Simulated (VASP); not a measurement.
All values below come from PBEsol GGA, VASP's PBE PAW potentials (set 64) (plane waves; VASP 6.6.1).

The input files of a VASP run:

### INCAR
```
ALGO  =  Normal
EDIFF  =  1E-6
EDIFFG  =  -0.02
ENCUT  =  620
GGA  =  PS
IBRION  =  2
ISIF  =  3
ISMEAR  =  0
LASPH  =  .TRUE.
LCHARG  =  .FALSE.
LREAL  =  .FALSE.
LWAVE  =  .FALSE.
NELM  =  100
NSW  =  40
PREC  =  Accurate
PSTRESS  =  200
SIGMA  =  0.05
SYSTEM  =  LiF
```

### POSCAR
```
LiF
1.0
  0.0000000000   1.8816562844   1.8816562844
  1.8816562844   0.0000000000   1.8816562844
  1.8816562844   1.8816562844   0.0000000000
Li F
1 1
Cartesian
  0.0000000000   0.0000000000   0.0000000000
  1.8816562844   1.8816562844   1.8816562844
```

KPOINTS:
```
Automatic mesh
0
Gamma
12 12 12
0 0 0
```

POTCAR, in this order: Li_sv F (PBE.64 set). Program: vasp_std.

Output

OSZICAR:
```
       N       E                     dE             d eps       ncg     rms          rms(c)
DAV:   1     0.326023944270E+02    0.32602E+02   -0.65502E+03  1376   0.132E+03
DAV:   2    -0.922956477257E+01   -0.41832E+02   -0.41078E+02  1441   0.223E+02
DAV:   3    -0.101289831957E+02   -0.89942E+00   -0.89767E+00  1659   0.307E+01
DAV:   4    -0.101380048282E+02   -0.90216E-02   -0.90138E-02  1782   0.307E+00
DAV:   5    -0.101380684670E+02   -0.63639E-04   -0.63638E-04  1684   0.171E-01    0.413E+00
DAV:   6    -0.969758327461E+01    0.44049E+00   -0.20508E+00  1342   0.119E+01    0.129E+00
DAV:   7    -0.969586023884E+01    0.17230E-02   -0.26539E-02  1666   0.177E+00    0.813E-01
DAV:   8    -0.969823729721E+01   -0.23771E-02   -0.11345E-02  1643   0.148E+00    0.901E-02
DAV:   9    -0.969828573372E+01   -0.48437E-04   -0.99618E-04  1441   0.380E-01    0.413E-02
DAV:  10    -0.969831225304E+01   -0.26519E-04   -0.94191E-05  1431   0.104E-01    0.754E-03
DAV:  11    -0.969831224845E+01    0.45835E-08   -0.27907E-06  1627   0.232E-02
   1 F= -.80350134E+01 E0= -.80350134E+01  d E =-.803501E+01
```

File OUTCAR:
```
------------------------ aborting loop because EDIFF is reached ----------------------------------------
  FORCE on cell =-STRESS in cart. coord.  units (eV):
  Direction    XX          YY          ZZ          XY          YZ          ZX
  --------------------------------------------------------------------------------------
  Total        1.6644169      1.6644169      1.6644169     -0.0000000      0.0000000      0.0000000
  in kB      200.1344324    200.1344324    200.1344324     -0.0000000      0.0000000      0.0000000
  external PRESSURE =       0.1344324 kB  Pullay stress =     200.0000000 kB
  volume of cell :       13.32
      direct lattice vectors                 reciprocal lattice vectors
     0.000000000  1.881656284  1.881656284    -0.265723344  0.265723344  0.265723344
     1.881656284  0.000000000  1.881656284     0.265723344 -0.265723344  0.265723344
     1.881656284  1.881656284  0.000000000     0.265723344  0.265723344 -0.265723344
  FREE ENERGIE OF THE ION-ELECTRON SYSTEM (eV)
  ---------------------------------------------------
  free  energy   TOTEN  =        -9.6983122485 eV

  energy  without entropy=       -9.6983122484  energy(sigma->0) =       -9.69831225
  enthalpy is  TOTEN    =        -8.0350133697 eV   P V=        1.6632988788

 reached required accuracy - stopping structural energy minimisation
```
(Selected blocks of OUTCAR.)

The compound is LiF in the rock salt structure. It was relaxed first under an external pressure of 20 GPa.
